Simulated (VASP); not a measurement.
A convergence study with VASP on TiB₂ (space group no. 191 when undisturbed): a few settings are varied, all else stays as given below, so the limit is that of these other settings. One atom is moved off its site, so that forces are finite.

```
TiB2
1.0
    1.50743    -2.61094     0.00000
    1.50743     2.61094     0.00000
    0.00000     0.00000     3.21385
Ti B
1 2
Direct
  0.00000   0.00000   0.01556
  0.33333   0.66667   0.50000
  0.66667   0.33333   0.50000
```

Calculation: PBE GGA, VASP's PBE PAW potentials (set 64) (plane waves; VASP). The last row used: 400 eV cut-off, 16×16×13 Γ-centred mesh shifted by (0.5, 0.5, 0.5), Fermi-Dirac smearing of 0.10 eV, potentials Ti_sv B.

| setting | E (eV/atom) | pressure (GPa) | largest force (eV/Å) | irreducible k-points |
|---|---|---|---|---|
| 2×2×2 mesh | -8.2606 | 3.00 | 0.825 | 2 |
| 3×3×2 mesh | -8.1486 | 4.15 | 0.737 | 4 |
| 3×3×3 mesh | -8.1047 | 5.06 | 0.797 | 8 |
| 4×4×3 mesh | … | 4.10 | … | 12 |
| 4×4×4 mesh | -8.1396 | 4.04 | 0.768 | 12 |
| 5×5×4 mesh | … | … | … | 18 |
| 5×5×5 mesh | -8.1370 | 4.10 | 0.764 | 27 |
| 6×6×5 mesh | -8.1339 | 4.19 | 0.763 | 36 |
| 7×7×5 mesh | -8.1339 | 4.18 | 0.760 | 48 |
| 7×7×6 mesh | -8.1333 | 4.18 | 0.762 | 48 |
| 8×8×7 mesh | -8.1328 | 4.19 | 0.763 | 80 |
| 9×9×7 mesh | -8.1333 | 4.18 | 0.762 | 100 |
| 10×10×8 mesh | -8.1335 | 4.17 | 0.761 | 120 |
| 11×11×9 mesh | -8.1331 | 4.19 | 0.759 | 180 |
| 12×12×10 mesh | -8.1327 | 4.20 | 0.758 | 210 |
| 13×13×11 mesh | -8.1328 | 4.19 | 0.759 | 294 |
| 15×15×12 mesh | -8.1327 | 4.20 | 0.759 | 384 |
| 16×16×13 mesh | -8.1327 | 4.20 | 0.759 | 504 |

### Question
Some entries are withheld; supply them.

### Answer

- 5×5×4 mesh, E (eV/atom): -8.1436
- 5×5×4 mesh, pressure (GPa): 3.93
- 5×5×4 mesh, largest force (eV/Å): 0.776
- 4×4×3 mesh, E (eV/atom): -8.1334
- 4×4×3 mesh, largest force (eV/Å): 0.780

Left out are rungs that failed or repeat a setting and relaxations that didn't move; long series are thinned to 24 rows.

The structure is a typed TiB2 crystal (space group no. 191). The cell was not relaxed at this level, it is distorted from the ideal structure.
